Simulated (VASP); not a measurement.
The input files of a VASP run:

**KPOINTS**
```
Automatic mesh
0
Gamma
8 8 8
0 0 0
```

**POSCAR**
```
KF
1
    0.0000000000     2.5858472595     2.5858472595
    2.5858472595     0.0000000000     2.5858472595
    2.5858472595     2.5858472595     0.0000000000
K F
1 1
Direct
  0.0000000000   0.0000000000   0.0000000000
  0.5000000000   0.5000000000   0.5000000000
```

### INCAR
```
ALGO  =  Normal
EDIFF  =  1E-8
EDIFFG  =  -0.001
ENCUT  =  520
IBRION  =  1
ISIF  =  2
ISMEAR  =  0
LASPH  =  .True.
LCHARG  =  .False.
LREAL  =  .False.
LWAVE  =  .False.
NELM  =  100
NSW  =  30
PREC  =  Accurate
SIGMA  =  0.05
SYSTEM  =  KF
```

POTCAR, in this order: K_sv F (LDA.64 set). Program: vasp_std.

Task: Write an equivalent input for Ansatz.

Result: One equivalent input (not run):
Ansatz 0.2 input:
```yaml
crystal:
  lattice:
    - [0.0000000, 2.5858473, 2.5858473]
    - [2.5858473, 0.0000000, 2.5858473]
    - [2.5858473, 2.5858473, 0.0000000]
  atoms:
    - { symbol: K, position: [0.0000000, 0.0000000, 0.0000000] }
    - { symbol: F, position: [0.5000000, 0.5000000, 0.5000000] }
kpoints:
  mp_grid: { grid: [8, 8, 8] }
hamiltonian:
  xc: lda
  pseudopotentials: { kind: paw }
scf:
  occupations: { method: gaussian, width: 0.05 }
  max_iter: 100
relax:
  max_steps: 30
  f_tol: 0.001
output: { forces: true, stress: true, eigenvalues: true }
```
What does not carry over: each code has its own PAW files, so the cut-off isn't converted (ENCUT is set for VASP's; basis.ecutwfc is left out, and Ansatz then takes the one that its files recommend); Ansatz stops its SCF on the density residual and VASP on the energy change (EDIFF); Ansatz's lda is the Perdew-Wang form, while the LDA potentials of VASP carry Perdew-Zunger's.

The compound is KF in the rock salt structure. It was relaxed first, which changed the volume by -10 %. The start is the result of an earlier pass.
